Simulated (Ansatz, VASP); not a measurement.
# Cross-check of Sr (Strontium) between VASP and Ansatz

One calculation is typed for both programs; each brings its own data sets. How far apart do they land? The cell is taken from a series of runs on this material, whose earlier steps may have relaxed, scaled, displaced or heated it; both programs get it as it stands.

Main program and level: Ansatz 0.2.0; plane waves, with VASP 6.6.1 beside it; relaxation of cell and atoms at PBE.

## Step 1: Set-up

It takes space group Fm-3m (No. 225, cubic). Conventional cell: a = 6.026 Å, b = 6.026 Å, c = 6.026 Å, α = 90.00°, β = 90.00°, γ = 90.00°. Nearest to Sr lie 12 Sr at 4.26 Å.

## Step 2: Ansatz: relaxation of cell and atoms, PBE

Ansatz runs on its default PAW (the set named soft_2) files.

The relaxed volume is the usual yardstick between codes: in a stiff, nearly cubic crystal its relative difference is about their pressure difference at one cell divided by the bulk modulus.

The input, input.yaml:

```yaml
crystal:
  lattice:
    - [0.0, 3.0128200973, 3.0128200973]
    - [3.0128200973, 0.0, 3.0128200973]
    - [3.0128200973, 3.0128200973, 0.0]
  atoms:
    - { symbol: Sr, position: [0.0, 0.0, 0.0] }
kpoints:
  mp_grid: { grid: [12, 12, 12] }
hamiltonian:
  xc: pbe
scf:
  occupations: { method: methfessel_paxton, width: 0.2 }
output:
  forces: true
  stress: true
  eigenvalues: true
relax:
  adjacent_minimum: "off"
  f_tol: 0.001
  max_steps: 60
  cell: { stress_tol: 0.01 }
```

Command:

```bash
$ ansatz run input.yaml --threads 4 --pin off --max-ram 7168MiB --backend cpu --events-out ev --progress --plain --runs-dir out
```

Numbers of over 12 decimals in the logs are rounded to 6 here.

Output:

```text
Engine: ansatz 0.2.0, aarch64-unknown-linux-gnu
Pseudopotentials: kind: paw
Pseudopotential: Sr, paw, valence charge 10, recommended cutoff 420 eV (normal), Sr.paw.azcp
Functional definition: PBE
  parameter kappa = 0.804
  parameter beta = 0.066725
  exchange = pbe_x(kappa = kappa, mu = beta*pi^2/3)
  correlation = pbe_c(beta = beta)
Crystal: 1 atoms, lattice volume = 54.695 Å³
Basis set: ecut = 420 eV, 1067 PW (Γ), exchange–correlation on 60×60×60 points (8 copies of the dense FFT grid, shifted against one another)
Bands: 9, of which v1, the nominal top of the filled ones, is band 5 counted from 1 (4 counted from 0)
Symmetry: 48 space group operations
Space group: Fm-3m (ITA 225), of the structure as read, at distance tolerance 3.8e-5 Å
k-points: 72 of 1728
Non-local potential: Sr, projectors of the file, l = 0: 3, l = 1: 2, l = 2: 2
PAW form: soft (Blöchl's): semilocal exchange-correlation on the pseudo side does not see the compensation charge
PAW one-centre angular grid: Sr, 110 points (default); XC on 64 Gauss nodes
Initial density: superposition of atomic densities (neutral atoms: chi_scale 0, normalization atom), corrected by the library's trained network
Initial wavefunctions: pseudopotential atomic-orbital guess
Functional: x = pbe(κ = 0.804, μ = 0.219515), c = pbe(β = 0.066725)
SCF iter   1: F=—  HF=-3544.220095 eV  |F-HF|=—  |Δ(HF+E_count)|=         —  Δρ=9.98e-4  dr2=9.13e-4  ethr=1.77e-3  ⟨swp⟩=6.5  Hψ=5550  notcnv=0
preconditioner: auto → none  [metal: Δε(μ)=0.014 eV  Ē_g=3.499 eV  σ=0.200 eV  W_gap=0.06  n_scr=8 (ndim 8)  ℏωp=7.1 eV  f_vac=0.000  D(μ)=1.41/eV (n_scr^D=14)  sad-step TF]
SCF iter   2: F=—  HF=-3544.220693 eV  |F-HF|=—  |Δ(HF+E_count)|=   5.99e-4  S|Δr|=    0.00e0  Δρ=6.47e-4  dr2=4.63e-4  ethr=9.13e-6  ⟨swp⟩=2.5  Hψ=1599  notcnv=0
SCF iter   3: F=—  HF=-3544.220721 eV  |F-HF|=—  |Δ(HF+E_count)|=   2.72e-5  S|Δr|=    0.00e0  Δρ=2.46e-4  dr2=5.47e-5  ethr=4.63e-6  ⟨swp⟩=1.0  Hψ=648  notcnv=0
SCF iter   4: F=—  HF=-3544.220701 eV  |F-HF|=—  |Δ(HF+E_count)|=   1.98e-5  S|Δr|=    0.00e0  Δρ=1.22e-4  dr2=4.03e-6  ethr=5.47e-7  ⟨swp⟩=2.3  Hψ=950  notcnv=0
SCF iter   5: F=—  HF=-3544.220701 eV  |F-HF|=—  |Δ(HF+E_count)|=   5.30e-7  S|Δr|=    0.00e0  Δρ=3.93e-5  dr2=3.34e-7  ethr=4.03e-8  ⟨swp⟩=3.0  Hψ=1072  notcnv=0
SCF iter   6: F=-3544.220701 eV  HF=-3544.220701 eV  |F-HF|=1.19e-8  |Δ(HF+E_count)|=   1.03e-7  S|Δr|=    0.00e0  Δρ=1.01e-5  dr2=2.58e-8  ethr=1.00e-9  ⟨swp⟩=6.4  Hψ=3604  notcnv=0
SCF 1 converged in 6 iterations: F = -3544.220701 eV  dr2 = 2.58e-8
  greatest PAW one-centre occupation: 0.988 electrons in one spin orbital (limit 2), on the Sr atom at site 0 (counted from 0), in its partial waves of l = 0
relax step   1: F+E_penalty+E_count = -3544.22070128 eV  Δ(F+E_penalty+E_count) = +0.000e0 eV  max|allowed force component| = 0.000e0 eV/Å  Δτ_max = 0.0000 Å  P = +0.026 GPa  Ω = 54.695 Å³  (6 SCF iters, dr2 threshold 1.00e-7 eV, accepted)
[...]
relax step   2: F+E_penalty+E_count = -3544.22070630 eV  Δ(F+E_penalty+E_count) = -5.020e-6 eV  max|allowed force component| = 0.000e0 eV/Å  Δτ_max = 0.0000 Å  P = +0.018 GPa  Ω = 54.735 Å³  energy of the carried Pulay correction = -4.965e-7 eV  (3 SCF iters, dr2 threshold 1.74e-9 eV, accepted)
[...]
relax step   3: F+E_penalty+E_count = -3544.22070992 eV  Δ(F+E_penalty+E_count) = -3.619e-6 eV  max|allowed force component| = 0.000e0 eV/Å  Δτ_max = 0.0000 Å  P = +0.000 GPa  Ω = 54.819 Å³  energy of the carried Pulay correction = -1.535e-6 eV  (3 SCF iters, dr2 threshold 7.94e-10 eV, accepted)
[...]
relax step   4: F+E_penalty+E_count = -3544.22071199 eV  Δ(F+E_penalty+E_count) = -2.073e-6 eV  max|allowed force component| = 0.000e0 eV/Å  Δτ_max = 0.0000 Å  P = +0.000 GPa  Ω = 54.819 Å³  stress off target by 3.22e-5 GPa  SCF on the basis re-selected at this cell (its energy is not comparable with the rows above)  (6 SCF iters)
basis re-selected at this cell: Δ(F+E_penalty+E_count) = -2.073e-6 eV, ΔP = +0.000 GPa vs the last step (what re-selecting the basis moved, of the pressure what is left beyond the Pulay correction that the steps carried, after the strain that the cell walked since its last selection, with what the two solves' SCF thresholds leave and, on support functions, any second-order correction that the steps lacked; it is no measure of the basis error at this ecutwfc). This SCF's stress stands 3.22e-5 GPa from its target on what of the cell is left free (relax.cell.stress_tol is 1.00e-2 GPa) and its largest allowed force component is 0.00e0 eV/Å (relax.f_tol is 1.00e-3 eV/Å): [rest of the remark cut]
SCF converged after 6 iterations
Stability not checked: this state was not tested for a lower state beside it, because cold or Methfessel-Paxton smearing, or corrected tetrahedra, fill the levels in a way that the test cannot read (fill_not_monotonic; see scf.lower_state_search)
Free energy (F): -3544.220712 eV
Harris-Foulkes:  -3544.220712 eV  (|F-HF|=9.09e-13)
Internal energy: -3544.219405 eV  (E = F + TS)
E sigma→0 (E₀):  -3544.220385 eV
Entropy (-TS):   -0.001307 eV (-1.307 meV/atom)
Fermi energy:    5.096257 eV
--- Per-component energies (eV) ---
  E_band       = -136.033996
  E_kinetic    = 241.458649
  E_local      = -769.947478  (includes V_loc(G=0)·N_el)
  E_nonlocal   = 202.860670
  E_hartree    = 194.790397
  E_xc         = -171.248289
  E_vxc        = -159.275638  (∫ρ·V_xc dr)
  E_paw        = -2694.716938  (= ΣΔE_a)
  E_vpaw       = -40.710994  (= ΣTr[D̂ρ^β])
  E_aug_tail   = -0.000001  (compensation charges beyond the density's cutoff)
  E_ewald      = -547.416413
  E_smearing   = -0.001307  (= −TS)
  E_closure    = 0.000000  (closes the sum)
  Σ components = -3544.220712   (vs F -3544.220712, Δ=0.00e0)
--- Forces (eV/Å), atoms counted from 1 ---
  atom   1  Sr    -0.00000000     0.00000000    -0.00000000
  max |Σ_I F_I| component: 4.11e-32 eV/Å
--- Stress (GPa, compression-positive) ---
        0.000032       0.000000       0.000000
        0.000000       0.000032       0.000000
        0.000000       0.000000       0.000032
  P = ⅓ Tr σ = 0.0000 GPa (0.000 kbar)
--- Band table (eV; the first three rows and the last of 72) ---
  k-point 0: bands = ["-31.4916", "-13.3805", "-13.3805", "-13.3805", "1.4428", "7.4468", "7.4468", "7.4468", "8.9193"]
  k-point 1: bands = ["-31.4907", "-13.3942", "-13.3823", "-13.3823", "1.5550", "7.2695", "7.4995", "7.4995", "8.8470"]
  k-point 2: bands = ["-31.4881", "-13.4312", "-13.3873", "-13.3873", "1.8807", "6.8504", "7.6020", "7.6020", "8.7436"]
  k-point 71: bands = ["-31.4728", "-13.5104", "-13.5104", "-13.4548", "5.1585", "5.7265", "5.7265", "7.3449", "10.2751"]
--- Relaxed structure (3 steps of the walk, 3 accepted, 1 SCFs on fresh bases) ---
  F+E_penalty+E_count = -3544.22071199 eV   max|allowed force component| = 0.000e0 eV/Å   (the final SCF, on the basis selected at the relaxed cell)
  cell:  # Å, volume = 54.8190 Å³
    - [0, 3.015090, 3.015090]
    - [3.015090, 0, 3.015090]
    - [3.015090, 3.015090, 0]
  atoms:
    - { symbol: Sr, position: [0.0, 0.0, 0.0] }
```

## Step 3: VASP: relaxation of cell and atoms, PBE

The same cell, functional, mesh and smearing now go to VASP, with its own data sets.

Lines of VASP's logs that name or quote its potential files are left out, and so is its time.

The input, INCAR:

```
SYSTEM = Sr
PREC = Accurate
ENCUT = 500
EDIFF = 1E-07
NELM = 120
ISMEAR = 1
SIGMA = 0.2
LREAL = .FALSE.
ALGO = Normal
GGA = PE
NBANDS = 11
LORBIT = 11
LWAVE = .FALSE.
LCHARG = .FALSE.
ISIF = 3
IBRION = 2
NSW = 80
EDIFFG = -0.005
LASPH = .TRUE.
GGA_COMPAT = .FALSE.
NELMIN = 4
```

The input, POSCAR:

```
Sr
1.0
    0.0000000000      3.0128200000      3.0128200000
    3.0128200000      0.0000000000      3.0128200000
    3.0128200000      3.0128200000      0.0000000000
Sr
1
Direct
    0.0000000000      0.0000000000      0.0000000000
```

The input, KPOINTS:

```
Automatic mesh
0
Gamma
12 12 12
0 0 0
```

PAW data sets: Sr_sv (PBE family, release 64).

Command:

```bash
$ mpirun -np 1 vasp_std
```

Output:

```text
[banner, memory and clock lines left out]
running    1 mpi-ranks, on    1 nodes
 distrk:  each k-point on    1 cores,    1 groups
 distr:  one band on    1 cores,    1 groups

 POSCAR found type information on POSCAR Sr
 POSCAR found :  1 types and       1 ions
 LDA part: xc-table for (Slater+PW92), standard interpolation
 POSCAR, INCAR and KPOINTS ok, starting setup
 FFT: planning ... GRIDC
 FFT: planning ... GRID_SOFT
 FFT: planning ... GRID
 WAVECAR not read
 entering main loop
       N       E                     dE             d eps       ncg     rms          rms(c)
DAV:   1     0.347904865406E+02    0.34790E+02   -0.46339E+03  1584   0.757E+02
DAV:   2     0.183788183585E-02   -0.34789E+02   -0.34070E+02  1849   0.150E+02
DAV:   3    -0.154842399583E+01   -0.15503E+01   -0.15310E+01  2294   0.234E+01
DAV:   4    -0.163411520637E+01   -0.85691E-01   -0.85471E-01  2073   0.483E+00
DAV:   5    -0.163582817163E+01   -0.17130E-02   -0.17127E-02  2253   0.573E-01    0.113E+01
DAV:   6    -0.163660303764E+01   -0.77487E-03   -0.64987E-03  1876   0.914E-01    0.637E+00
DAV:   7    -0.163708678929E+01   -0.48375E-03   -0.11369E-02  1731   0.120E+00    0.281E-01
DAV:   8    -0.163706754930E+01    0.19240E-04   -0.13017E-03  2465   0.212E-01    0.662E-02
DAV:   9    -0.163708681326E+01   -0.19264E-04   -0.15808E-05  1899   0.329E-02    0.281E-02
DAV:  10    -0.163709714688E+01   -0.10334E-04   -0.44664E-06  1867   0.186E-02    0.416E-03
DAV:  11    -0.163709656059E+01    0.58629E-06   -0.29585E-07  1958   0.450E-03    0.441E-03
DAV:  12    -0.163709659933E+01   -0.38738E-07   -0.45300E-08  1140   0.145E-03
   1 F= -.16370966E+01 E0= -.16367486E+01  d E =-.163710E+01
 curvature:   0.00 expect dE= 0.000E+00 dE for cont linesearch  0.000E+00
 trial: gam= 0.00000 g(F)=  0.410E-63 g(S)=  0.119E-04 ort = 0.000E+00 (trialstep = 0.100E+01)
 search vector abs. value=  0.119E-04
 bond charge predicted
       N       E                     dE             d eps       ncg     rms          rms(c)
DAV:   1    -0.163720504681E+01   -0.10849E-03   -0.26076E-03  1922   0.366E-01    0.748E-02
DAV:   2    -0.163713608171E+01    0.68965E-04   -0.28052E-04  1902   0.126E-01    0.341E-02
DAV:   3    -0.163710276216E+01    0.33320E-04   -0.12484E-04  2446   0.618E-02    0.255E-02
DAV:   4    -0.163710486089E+01   -0.20987E-05   -0.19689E-06  1936   0.102E-02    0.123E-02
DAV:   5    -0.163710498766E+01   -0.12677E-06   -0.10654E-05  2218   0.155E-02    0.281E-03
DAV:   6    -0.163710462900E+01    0.35866E-06   -0.23408E-07  1652   0.383E-03    0.757E-04
DAV:   7    -0.163710460331E+01    0.25696E-07   -0.11706E-08   960   0.109E-03
   2 F= -.16371046E+01 E0= -.16367414E+01  d E =-.800398E-05
 trial-energy change:   -0.000008  1 .order   -0.000008   -0.000012   -0.000005
 step:   1.6826(harm=  1.6826)  dis= 0.00000  next Energy=    -1.637107 (dE=-0.100E-04)
 reached required accuracy - stopping structural energy minimisation
```

From OUTCAR (step 3):

```text
ion  position               nearest neighbor table
   1  0.000  0.000  0.000-

  LATTYP: Found a face centered cubic cell.
 ALAT       =     6.0256400000

 Subroutine GETGRP returns: Found 48 space group operations
 (whereof 48 operations were pure point group operations)

The static configuration has the point symmetry O_h .

 Found     72 irreducible k-points:

   k-points           NKPTS =     72   k-points in BZ     NKDIM =     72   number of bands    NBANDS=     11

   dimension x,y,z NGX =    32 NGY =   32 NGZ =   32
   dimension x,y,z NGXF=    64 NGYF=   64 NGZF=   64

   ENCUT  =  500.0 eV  36.75 Ry    6.06 a.u.   7.77  7.77  7.77*2*pi/ulx,y,z

   NELECT =      10.0000    total number of electrons

 k-points in reciprocal lattice and weights: Automatic mesh
   0.00000000  0.00000000  0.00000000       0.001
   0.08333333  0.00000000  0.00000000       0.005
   0.16666667  0.00000000  0.00000000       0.005
   0.25000000  0.00000000  0.00000000       0.005
   0.33333333  0.00000000  0.00000000       0.005
   0.41666667  0.00000000  0.00000000       0.005
   0.50000000  0.00000000  0.00000000       0.002
   0.08333333  0.08333333  0.00000000       0.003
   0.16666667  0.08333333  0.00000000       0.014
[...]
-0.33333333  0.50000000  0.16666667       0.007
  -0.25000000  0.50000000  0.25000000       0.003

 average (electrostatic) potential at core
       1 -41.0024

 E-fermi :   1.6021

 k-point     1 :       0.0000    0.0000    0.0000
  band No.  band energies     occupation
      1     -35.0156      2.00000
      2     -16.9025      2.00000
      3     -16.9025      2.00000
      4     -16.9025      2.00000
      5      -2.0539      2.00000
      6       3.9449     -0.00000
      7       3.9449     -0.00000
      8       3.9449     -0.00000
      9       5.4169     -0.00000
     10       5.4169     -0.00000
    ...

 k-point     2 :       0.0833    0.0000    0.0000
  band No.  band energies     occupation
      1     -35.0147      2.00000
      2     -16.9162      2.00000
      3     -16.9044      2.00000
      4     -16.9044      2.00000
      5      -1.9417      2.00000
      6       3.7695     -0.00000
      7       3.9981     -0.00000
      8       3.9981     -0.00000
      9       5.3456     -0.00000
     10       5.3456     -0.00000
    ...

 k-point     3 :       0.1667    0.0000    0.0000
  band No.  band energies     occupation
      1     -35.0121      2.00000
      2     -16.9532      2.00000
      3     -16.9094      2.00000
      4     -16.9094      2.00000
      5      -1.6156      2.00000
      6       3.3531     -0.00000
      7       4.1015     -0.00000
      8       4.1015     -0.00000
      9       5.2440     -0.00000
     10       5.2440     -0.00000
    ...

  Total        0.0036827      0.0036827      0.0036827      0.0000000      0.0000000      0.0000000
  in kB        0.1077353      0.1077353      0.1077353      0.0000000      0.0000000      0.0000000
  external PRESSURE =       0.1077353 kB  Pullay stress =       0.0000000 kB

  energy-cutoff  :      500.00
  volume of cell :       54.77
      direct lattice vectors                 reciprocal lattice vectors
     0.000000000  3.014139410  3.014139410    -0.165884829  0.165884829  0.165884829
     3.014139410  0.000000000  3.014139410     0.165884829 -0.165884829  0.165884829
     3.014139410  3.014139410  0.000000000     0.165884829  0.165884829 -0.165884829

 POSITION                                       TOTAL-FORCE (eV/Angst)
 -----------------------------------------------------------------------------------
      3.01414      3.01414      0.00000         0.000000     -0.000000      0.000000
 -----------------------------------------------------------------------------------
    total drift:                                0.000000      0.000000      0.000000

  FREE ENERGIE OF THE ION-ELECTRON SYSTEM (eV)
  ---------------------------------------------------
  free  energy   TOTEN  =        -1.6371046033 eV

  energy  without entropy=       -1.6360151390  energy(sigma->0) =       -1.63674145

 reached required accuracy - stopping structural energy minimisation

 total charge
# of ion       s       p       d       tot
------------------------------------------
    1        2.064   5.713   0.132   7.910

[... 3 further parts left out ...]
```

CONTCAR:

```
Sr
   1.00000000000000
     0.0000000000000000    3.0141394099815630    3.0141394099815630
     3.0141394099815630    0.0000000000000000    3.0141394099815630
     3.0141394099815630    3.0141394099815630    0.0000000000000000
  Sr
     1
Direct
     0.0000000000000000    0.0000000000000000    1.0000000000000000
```

## Step 4: Side by side

Known differences besides the potentials themselves: the cutoff is 420 eV in Ansatz and 500 eV in VASP; Ansatz adds a Pulay correction to the stress that steers its cell, VASP none. Total energies have different zeros and are not compared.

Compared:

```tsv
quantity	Ansatz	VASP	difference
volume (Å³)	54.82	54.77	+0.09 %
edge a after relaxation, in the typed setting (Å)	4.264	4.263	+0.03 %
```

## Step 5: What came out

```json
{
  "difference in volume (relaxation of cell and atoms, PBE)": "0.095 %"
}
```

What this shows: The difference in volume is 0.095 % (relaxation of cell and atoms, PBE), within the 1.2 % picked in this series as the mark of a large difference, as far as the stopping tolerances let one tell. Such differences can come from data sets, numerical settings and the points named under the comparisons, not from the functional's error against experiment.

[Lines on the potential files, build, host, timing and source positions are cut from VASP's logs without a mark.]

[Logs are printed without paths, hosts, clocks, repeated set-up lines and the standing remarks that a program may print on its own settings, such as how far it seeks lower states.]

[Hosts, paths, dates, database ids (printed as entryN), source tags and the programs' standing remarks are cut or masked in the printed files.]
